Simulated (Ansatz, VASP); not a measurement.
## H11C13 (amorphous poly(p-phenylene) at 500 K) in two plane-wave programs

One calculation is typed for both programs; each brings its own data sets. How far apart do they land? The cell is taken from a series of runs on this material, whose earlier steps may have relaxed, scaled, displaced or heated it; both programs get it as it stands.

Program: Ansatz 0.2.0. Level of theory: plane waves, with VASP 6.6.1 beside it; single point at PBE. Results are calculated unless marked as measured.

## 1. The starting structure

The cell holds 144 atoms: 78 C and 66 H. Its edges and angles: a = 11.754 Å, b = 11.754 Å, c = 11.754 Å, α = 90.0°, β = 90.0°, γ = 90.0°. As first built, before any earlier steps moved the atoms (in the runner's words): 3 poly(p-phenylene) chains of 4 units placed at random, at 1.03 g/cm^3; overlaps pushed apart, then 20 ps at 800 K with MMFF94 bonds, angles, torsions, charges and radii (Halgren, J. Comput. Chem. 17, 490 (1996)) in harmonic and 12-6 forms; charges of ions scaled by 0.8. Snapshot after 30 ps at 500 K and fixed volume.

## 2. VASP: single point, PBE

A single point gives forces, pressure and levels at one fixed geometry, so differences don't come from the geometry; what else differs is listed under the comparison.

Lines of VASP's logs that name or quote its potential files are left out, and so is its time.

Contents of INCAR:

```
SYSTEM = H11C13
PREC = Accurate
ENCUT = 600
EDIFF = 1E-06
NELM = 120
ISMEAR = -1
SIGMA = 0.05
LREAL = Auto
ALGO = Normal
GGA = PE
NBANDS = 289
LORBIT = 11
LWAVE = .FALSE.
LCHARG = .FALSE.
ISIF = 2
LASPH = .TRUE.
GGA_COMPAT = .FALSE.
EFERMI = MIDGAP
```

Contents of POSCAR:

```
H11C13
1.0
   11.7541100000      0.0000000000      0.0000000000
    0.0000000000     11.7541100000      0.0000000000
    0.0000000000      0.0000000000     11.7541100000
C H
78 66
Direct
    0.2443200000      0.7229700000      0.5807000000
    0.3505600000      0.6999700000      0.5116400000
    0.3477100000      0.6099900000      0.4363500000
    0.4431300000      0.5849300000      0.3683900000
    0.5448900000      0.6492700000      0.3748100000
    0.5458500000      0.7433200000      0.4456400000
    0.4501800000      0.7687800000      0.5165500000
    0.6432700000      0.6131800000      0.2994900000
    0.6680000000      0.4962400000      0.2858600000
    0.7755000000      0.4718300000      0.2421300000
    0.8466900000      0.5565600000      0.1984400000
    0.8132900000      0.6676900000      0.2012300000
    0.7130100000      0.6963100000      0.2551200000
    0.9541400000      0.5292400000      0.1517200000
    0.9553800000      0.4653200000      0.0587100000
    0.0649000000      0.4574500000      0.0016300000
    0.1609900000      0.5118700000      0.0404900000
    0.1577600000      0.5632300000      0.1406900000
    0.0520500000      0.5771400000      0.1940000000
    0.2656000000      0.5179100000      0.9734200000
    0.2854700000      0.6093400000      0.9107500000
    0.3723700000      0.6087700000      0.8283900000
    0.4408600000      0.5073900000      0.8159700000
    0.4115500000      0.4151800000      0.8867900000
    0.3231000000      0.4141500000      0.9572600000
    0.5406900000      0.5130400000      0.7402600000
    0.4761100000      0.9886100000      0.9130600000
    0.5659600000      0.9017100000      0.8731000000
    0.5943000000      0.9127200000      0.7541200000
    0.6697700000      0.8370100000      0.7059200000
[... 108 atom lines left out ...]
    0.2613300000      0.1030500000      0.0396100000
    0.0775700000      0.7947600000      0.0549700000
    0.0281800000      0.8193300000      0.8563600000
    0.1424800000      0.8969200000      0.2377700000
    0.2814600000      0.8942400000      0.1990900000
    0.2213700000      0.0270900000      0.2296000000
```

Contents of KPOINTS:

```
Automatic mesh
0
Gamma
1 1 1
0 0 0
```

PAW data sets: C and H (PBE family, release 64).

Run with:

```
$ export OMP_NUM_THREADS=3
$ mpirun -np 1 vasp_gam
```

Numbers of over 12 decimals in the logs are rounded to 6 here.

Output:

```text
[banner, memory and clock lines left out]
running    1 mpi-ranks, on    1 nodes
[...]
Offloading initialized ...    1 GPUs detected
[...]
LDA part: xc-table for (Slater+PW92), standard interpolation
 POSCAR, INCAR and KPOINTS ok, starting setup
[...]
entering main loop
       N       E                     dE             d eps       ncg     rms          rms(c)
DAV:   1     0.276898601830E+04    0.27690E+04   -0.20714E+05   586   0.134E+03
DAV:   2    -0.681194268384E+03   -0.34502E+04   -0.32704E+04   739   0.290E+02
DAV:   3    -0.102383142255E+04   -0.34264E+03   -0.33901E+03   724   0.918E+01
DAV:   4    -0.103342182993E+04   -0.95904E+01   -0.95552E+01   748   0.176E+01
[...]
DAV:  16    -0.938633994861E+03    0.13533E-04   -0.53630E-05   692   0.195E-02    0.905E-03
DAV:  17    -0.938633993551E+03    0.13103E-05   -0.15207E-05   740   0.105E-02    0.294E-03
DAV:  18    -0.938633993363E+03    0.18791E-06   -0.45895E-06   668   0.479E-03
   1 F= -.93863399E+03 E0= -.93863399E+03  d E =-.272971E-11
```

Parts of OUTCAR (step 2):

```text
  FREE ENERGIE OF THE ION-ELECTRON SYSTEM (eV)
  ---------------------------------------------------
  free  energy   TOTEN  =      -938.6339933627 eV

  energy  without entropy=     -938.6339933627  energy(sigma->0) =     -938.63399336
```

The run ends at a pressure of 4.22 GPa, with forces up to 5.1 eV/Å.

## 3. Ansatz: single point, PBE

Ansatz runs on its default PAW (the set named soft_2) files.

The same cell, functional, mesh and smearing now go to Ansatz, which takes its cutoff from its data sets.

Contents of input.yaml:

```yaml
crystal:
  lattice:
    - [11.75411, 0.0, 0.0]
    - [0.0, 11.75411, 0.0]
    - [0.0, 0.0, 11.75411]
  atoms:
    - { symbol: C, position: [0.24432, 0.72297, 0.5807] }
    - { symbol: C, position: [0.35056, 0.69997, 0.51164] }
    - { symbol: C, position: [0.34771, 0.60999, 0.43635] }
    - { symbol: C, position: [0.44313, 0.58493, 0.36839] }
    - { symbol: C, position: [0.54489, 0.64927, 0.37481] }
    - { symbol: C, position: [0.54585, 0.74332, 0.44564] }
    - { symbol: C, position: [0.45018, 0.76878, 0.51655] }
    - { symbol: C, position: [0.64327, 0.61318, 0.29949] }
    - { symbol: C, position: [0.668, 0.49624, 0.28586] }
    - { symbol: C, position: [0.7755, 0.47183, 0.24213] }
    - { symbol: C, position: [0.84669, 0.55656, 0.19844] }
    - { symbol: C, position: [0.81329, 0.66769, 0.20123] }
    - { symbol: C, position: [0.71301, 0.69631, 0.25512] }
    - { symbol: C, position: [0.95414, 0.52924, 0.15172] }
    - { symbol: C, position: [0.95538, 0.46532, 0.05871] }
    - { symbol: C, position: [0.0649, 0.45745, 0.00163] }
    - { symbol: C, position: [0.16099, 0.51187, 0.04049] }
    - { symbol: C, position: [0.15776, 0.56323, 0.14069] }
    - { symbol: C, position: [0.05205, 0.57714, 0.194] }
    - { symbol: C, position: [0.2656, 0.51791, 0.97342] }
    - { symbol: C, position: [0.28547, 0.60934, 0.91075] }
    - { symbol: C, position: [0.37237, 0.60877, 0.82839] }
    - { symbol: C, position: [0.44086, 0.50739, 0.81597] }
    - { symbol: C, position: [0.41155, 0.41518, 0.88679] }
    - { symbol: C, position: [0.3231, 0.41415, 0.95726] }
    - { symbol: C, position: [0.54069, 0.51304, 0.74026] }
    - { symbol: H, position: [0.25799, 0.77912, 0.64619] }
    - { symbol: H, position: [0.23015, 0.64447, 0.63188] }
    - { symbol: H, position: [0.16672, 0.73503, 0.52453] }
    - { symbol: H, position: [0.27064, 0.5724, 0.43275] }
[... 108 atom lines left out ...]
    - { symbol: H, position: [0.26133, 0.10305, 0.03961] }
    - { symbol: H, position: [0.07757, 0.79476, 0.05497] }
    - { symbol: H, position: [0.02818, 0.81933, 0.85636] }
    - { symbol: H, position: [0.14248, 0.89692, 0.23777] }
    - { symbol: H, position: [0.28146, 0.89424, 0.19909] }
    - { symbol: H, position: [0.22137, 0.02709, 0.2296] }
kpoints:
  mp_grid: { grid: [1, 1, 1] }
hamiltonian:
  xc: pbe
scf:
  occupations: { method: fermi_dirac, width: 0.05 }
output:
  forces: true
  eigenvalues: true
  populations: true
  stress: true
```

Run with:

```
$ ansatz run input.yaml --threads 4 --pin off --max-ram 8192MiB --backend cpu --events-out ev --progress --plain --runs-dir out
```

Output:

```text
Engine: ansatz 0.2.0, aarch64-unknown-linux-gnu
Pseudopotentials: kind: paw
Pseudopotential: C, paw, valence charge 4, recommended cutoff 420 eV (normal), C.paw.azcp
Pseudopotential: H, paw, valence charge 1, recommended cutoff 420 eV (normal), H.paw.azcp
Functional definition: PBE
  parameter kappa = 0.804
  parameter beta = 0.066725
  exchange = pbe_x(kappa = kappa, mu = beta*pi^2/3)
  correlation = pbe_c(beta = beta)
Crystal: 144 atoms, lattice volume = 1623.937 Å³
Basis set: ecut = 420 eV, 31559 PW (Γ), exchange–correlation on 160×160×160 points (8 copies of the dense FFT grid, shifted against one another)
Bands: 333, of which v1, the nominal top of the filled ones, is band 189 counted from 1 (188 counted from 0)
Symmetry: 1 space group operations
Space group: P1 (ITA 1), of the structure as read, at distance tolerance 1.2e-4 Å
k-points: 1
Non-local potential: C, projectors of the file, l = 0: 2, l = 1: 2, l = 2: 1
Non-local potential: H, projectors of the file, l = 0: 2, l = 1: 1
PAW form: soft (Blöchl's): semilocal exchange-correlation on the pseudo side does not see the compensation charge
PAW one-centre angular grid: C, 110 points (default); XC on 64 Gauss nodes
PAW one-centre angular grid: H, 110 points (default); XC on 64 Gauss nodes
Initial density: superposition of atomic densities (neutral atoms: chi_scale 0, normalization atom), corrected by the library's trained network
Initial wavefunctions: pseudopotential atomic-orbital guess
Functional: x = pbe(κ = 0.804, μ = 0.219515), c = pbe(β = 0.066725)
SCF iter   1: F=—  HF=-20616.490888 eV  |F-HF|=—  |Δ(HF+E_count)|=         —  Δρ=3.49e-3  dr2=2.59e-1  ethr=1.77e-3  ⟨swp⟩=6.0  Hψ=1539  notcnv=0  defer=69
preconditioner: auto → Resta (q_TF=auto, 2.140 Å⁻¹)  ε∞=2.5  [insulator: Δε(μ)=2.898 eV  Ē_g=14.876 eV  σ=0.050 eV  W_gap=1.00  n_scr=256 (ndim 8)  ℏωp=17.9 eV  f_vac=0.247  D(μ)=0.00/eV (n_scr^D=0)  ε∞_Penn≈2.5]
SCF iter   2: F=—  HF=-20616.477851 eV  |F-HF|=—  |Δ(HF+E_count)|=   1.30e-2  Δρ=1.77e-3  dr2=5.24e-2  ethr=6.84e-5  ⟨swp⟩=3.0  Hψ=579  notcnv=0  defer=130
SCF iter   3: F=—  HF=-20616.492769 eV  |F-HF|=—  |Δ(HF+E_count)|=   1.49e-2  Δρ=6.80e-4  dr2=1.03e-2  ethr=1.39e-5  ⟨swp⟩=2.0  Hψ=318  notcnv=0  defer=130
SCF iter   4: F=—  HF=-20616.494069 eV  |F-HF|=—  |Δ(HF+E_count)|=   1.30e-3  Δρ=2.00e-4  dr2=1.22e-3  ethr=2.74e-6  ⟨swp⟩=2.0  Hψ=359  notcnv=0  defer=130
SCF iter   5: F=—  HF=-20616.494184 eV  |F-HF|=—  |Δ(HF+E_count)|=   1.15e-4  Δρ=9.60e-5  dr2=2.57e-4  ethr=3.24e-7  ⟨swp⟩=2.0  Hψ=352  notcnv=0  defer=130
SCF iter   6: F=—  HF=-20616.494140 eV  |F-HF|=—  |Δ(HF+E_count)|=   4.43e-5  Δρ=3.56e-5  dr2=2.81e-5  ethr=6.80e-8  ⟨swp⟩=2.0  Hψ=369  notcnv=0  defer=130
SCF iter   7: F=—  HF=-20616.494385 eV  |F-HF|=—  |Δ(HF+E_count)|=   2.45e-4  Δρ=1.41e-5  dr2=4.94e-6  ethr=7.43e-9  ⟨swp⟩=2.0  Hψ=490  notcnv=0  defer=140
SCF iter   8: F=—  HF=-20616.494384 eV  |F-HF|=—  |Δ(HF+E_count)|=   1.25e-6  Δρ=3.91e-6  dr2=3.61e-7  ethr=1.31e-9  ⟨swp⟩=2.0  Hψ=376  notcnv=0  defer=140
SCF iter   9: F=-20616.494384 eV  HF=-20616.494384 eV  |F-HF|=2.29e-8  |Δ(HF+E_count)|=   3.34e-8  Δρ=1.64e-6  dr2=6.26e-8  ethr=2.65e-11  ⟨swp⟩=17.0  Hψ=2253  notcnv=0
SCF 1 converged in 9 iterations: F = -20616.494384 eV  dr2 = 6.26e-8
  greatest PAW one-centre occupation: 0.701 electrons in one spin orbital (limit 2), on the C atom at site 13 (counted from 0), in its partial waves of l = 0
SCF converged after 9 iterations
Free energy (F): -20616.494384 eV
Harris-Foulkes:  -20616.494384 eV  (|F-HF|=2.29e-8)
Internal energy: -20616.494384 eV  (E = F + TS)
E sigma→0 (E₀):  -20616.494384 eV
Fermi energy:    1.432430 eV
--- Per-component energies (eV) ---
  E_band       = -2651.084796
  E_kinetic    = 8035.142396
  E_local      = -25865.176459  (includes V_loc(G=0)·N_el)
  E_nonlocal   = 2265.148449
  E_hartree    = 9450.808873
  E_xc         = -4342.705303
  E_vxc        = -5403.511105  (∫ρ·V_xc dr)
  E_paw        = -7792.343404  (= ΣΔE_a)
  E_vpaw       = -584.208816  (= ΣTr[D̂ρ^β])
  E_aug_tail   = -0.091306  (compensation charges beyond the density's cutoff)
  E_ewald      = -2367.277630
  E_smearing   = -0.000000  (= −TS)
  E_closure    = 0.000000  (closes the sum)
  Σ components = -20616.494384   (vs F -20616.494384, Δ=0.00e0)
--- Forces (eV/Å), atoms counted from 1 ---
  atom   1  C     -0.27823534    -2.79373802    -1.70168857
  atom   2  C      0.77244508     1.29405514     0.43537987
  atom   3  C      3.56903293     1.41419047    -0.46516722
  atom   4  C     -1.08447853    -0.30563084    -0.16259901
  atom   5  C     -0.73838165    -1.48785350    -1.40404890
  atom   6  C     -1.81004279    -0.08042012     0.89404767
  atom   7  C     -0.39136702    -0.73676372    -0.80950724
  atom   8  C     -1.53690784     0.03658664     1.39326788
  atom   9  C      0.35278744     1.29654053    -0.13487229
[...]
atom 108  C     -0.28829632    -0.60888366     1.50579225
  atom 109  C     -1.22676125     0.64131787    -2.98077009
  atom 110  C      0.35384588     1.57612434     0.50971844
  atom 111  C     -0.88230283    -0.43134859    -2.89141426
  atom 112  C      1.22802025     1.43828947     1.43708741
  atom 113  C     -0.80277520    -2.28839435    -1.14082420
  atom 114  C      0.92512709     0.47890575     4.46017981
  atom 115  C     -0.84031658    -1.47423645    -2.55570292
  atom 116  C      0.14978689    -0.33560033     0.46193691
  atom 117  C      0.10727805     0.06377794    -1.12565008
  atom 118  C     -0.32811867    -1.40874055     1.31862319
  atom 119  C     -0.29402161    -0.26338219     1.05812170
  atom 120  C      2.63251904     2.46205924     1.43958290
  atom 121  C     -0.65271515    -2.83855327    -0.05373498
  atom 122  C     -0.99486520     1.91530037    -1.73875882
[...]
atom 137  H     -0.12827317     0.81617482     0.01184005
  atom 138  H      0.47458152     1.58136788    -0.98063297
  atom 139  H      0.27973482     0.79330384     0.37088465
  atom 140  H     -0.66463986    -0.83823371     0.01632044
  atom 141  H     -0.44302331     0.27107746    -0.53080182
  atom 142  H     -0.91558196    -0.47829724     0.77909365
  atom 143  H      1.62794690    -0.97165621    -0.01052347
  atom 144  H     -0.26486775    -0.85136418    -0.43099133
  max |Σ_I F_I| component: 6.46e-5 eV/Å
--- Stress (GPa, compression-positive) ---
        2.372217      -0.108886      -0.094696
       -0.108885       4.755080       0.299702
       -0.094695       0.299701       5.673792
  P = ⅓ Tr σ = 4.2670 GPa (42.670 kbar)
--- Band table (eV) ---
  k-point 0: bands = [... 185 lower, -0.3855, -0.3628, -0.0330, -0.0183, 2.8558, 3.0887, 3.2501, 3.3795, ... 140 higher]
--- Löwdin populations: 144 sites ---
  site symbol       q [e]
     0      C      4.4717
     1      C      3.9251
     2      C      4.1490
     3      C      4.1237
     4      C      3.9701
     5      C      4.1520
     6      C      4.1510
     7      C      3.9581
     8      C      4.1302
     9      C      4.1420
    10      C      3.9592
    11      C      4.1271
    12      C      4.1397
    13      C      3.9623
    14      C      4.1166
    15      C      4.1220
    16      C      3.9511
    17      C      4.1406
    18      C      4.1439
    19      C      3.9676
    20      C      4.1335
    21      C      4.1234
    22      C      3.9377
    23      C      4.1297
[...]
136      H      0.8168
   137      H      0.7954
   138      H      0.8054
   139      H      0.7999
   140      H      0.8245
   141      H      0.7857
   142      H      0.7800
   143      H      0.8122
  spilling = 0.012299 (of n_electrons = 378.000000)
```

In the SCF lines HF is the Harris–Foulkes energy and dr2 the Hartree energy of the density residual, in eV; the loop may stop once dr2 is under the threshold and the program's other checks hold. Hψ counts applications of the Hamiltonian.

The run ends at a pressure of 4.27 GPa, with forces up to 5.1 eV/Å.

## 4. Comparison

Known differences besides the potentials themselves: the cutoff is 420 eV in Ansatz and 600 eV in VASP (PREC = Accurate, projectors in real space). Total energies have different zeros and are not compared.

Compared:

```tsv
quantity	Ansatz	VASP	difference
pressure (GPa)	4.27	4.22	+0.04
gap on the k mesh (eV)	2.874	2.874	0.000
```

Forces on 9 of the 144 atoms, those with the largest forces and the largest differences (eV/Å; atoms numbered as in POSCAR):

```tsv
atom	Ansatz x, y, z	VASP x, y, z
C3	3.569, 1.414, -0.465	3.529, 1.380, -0.476
C15	2.591, -1.595, -3.836	2.567, -1.619, -3.860
C18	-2.333, 1.563, 3.044	-2.300, 1.582, 3.070
C20	-2.190, -3.428, 1.169	-2.197, -3.429, 1.183
C21	1.771, 3.700, -3.090	1.749, 3.725, -3.079
C25	-0.403, 1.438, 0.720	-0.421, 1.406, 0.746
C44	-0.579, 0.698, 3.794	-0.579, 0.695, 3.749
C50	-1.212, -3.392, 3.381	-1.203, -3.415, 3.384
C70	0.925, 0.479, 4.460	0.939, 0.454, 4.480
```

The forces differ by 14 meV/Å r.m.s., which is 1.2 % of the r.m.s. force of 1.218 eV/Å (both taken over all components). A gap on the mesh is an upper bound, since the band edges may lie between its points.

## 5. Outcome

| Quantity | Value |
| --- | --- |
| r.m.s. force difference (single point, PBE) | 1.2 % of the r.m.s. force |

**Reading.** The r.m.s. force difference is 1.2 % of the r.m.s. force (single point, PBE), within the 3 % picked in this series as the mark of a large difference. How closely two codes agree says nothing of how well the functional describes the real material.

[Lines on the potential files, build, host, timing and source positions are cut from VASP's logs without a mark.]

[Logs are printed without paths, hosts, clocks, repeated set-up lines and the standing remarks that a program may print on its own settings, such as how far it seeks lower states.]

[Hosts, paths, dates, database ids (printed as entryN), source tags and the programs' standing remarks are cut or masked in the printed files.]

[The MMFF94 radii named for the starting cell were scaled by 0.96; in molecules described by MMFF94, hydrogen bound to N, O or S took a small fixed 12-6 site in their place.]
